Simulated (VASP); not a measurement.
An input for Quantum ESPRESSO's pw.x (written as the equivalent of a VASP run, and not itself run):

```
&CONTROL
  calculation = 'scf'
  pseudo_dir = './pseudo'
  outdir = './out'
  tprnfor = .true.
  tstress = .true.
/
&SYSTEM
  ibrav = 0
  nat = 3
  ntyp = 2
  ecutwfc = 58
  occupations = 'smearing'
  smearing = 'gaussian'
  degauss = 0.003675
  input_dft = 'pbe'
  nosym = .true.
/
&ELECTRONS
  conv_thr = 7.3e-08
  electron_maxstep = 100
/
ATOMIC_SPECIES
  Hf 178.490 Hf.upf
  S 32.060 S.upf
CELL_PARAMETERS angstrom
     1.8150000   -3.1436720    0.0000000
     1.8150000    3.1436720    0.0000000
     0.0000000    0.0000000    5.8500000
ATOMIC_POSITIONS crystal
  Hf   0.0000000  0.0000000  0.0000000
  S    0.3333330  0.6666670  0.2500000
  S    0.6666670  0.3333330  0.7500000
K_POINTS automatic
  8 8 4 0 0 0
```

Problem. Write the VASP files for the same calculation (PBE).

Solution. This is not unique; one that fits is 
**POSCAR**
```
HfS2
11.70
  0.1551282051  -0.2686899145   0.0000000000
  0.1551282051   0.2686899145   0.0000000000
  0.0000000000   0.0000000000   0.5000000000
Hf S
1 2
Cart
  0.0000000000   0.0000000000   0.0000000000
  0.1551282051   0.0895634840   0.1250000000
  0.1551282051  -0.0895634840   0.3750000000
```

### KPOINTS
```
Automatic mesh
0
Gamma
8 8 4
0 0 0
```

**INCAR**
```
ALGO=Normal
EDIFF=1E-6
ENCUT=400
GGA=PE
ISIF=2
ISMEAR=0
ISYM=0
LASPH=T
LCHARG=F
LMAXMIX=6
LREAL=F
LWAVE=F
NELM=100
PREC=Accurate
SIGMA=0.05
SYSTEM=HfS2
```

POTCAR, in this order: Hf_pv S (PBE.64 set). Program: vasp_std.

The two are equivalent in intent, not identical: the potentials are each code's own (VASP's PAW set, PseudoDojo norm-conserving files in pw.x), so ENCUT and ecutwfc are chosen apart and not converted; conv_thr bounds pw.x's estimated SCF error, while EDIFF bounds the energy change between steps.

The compound is HfS2 in the 1T layered structure. The cell was not relaxed at this level. The run is one of a series of settings (ISYM = 0 against the base run), some of them coarse on purpose.
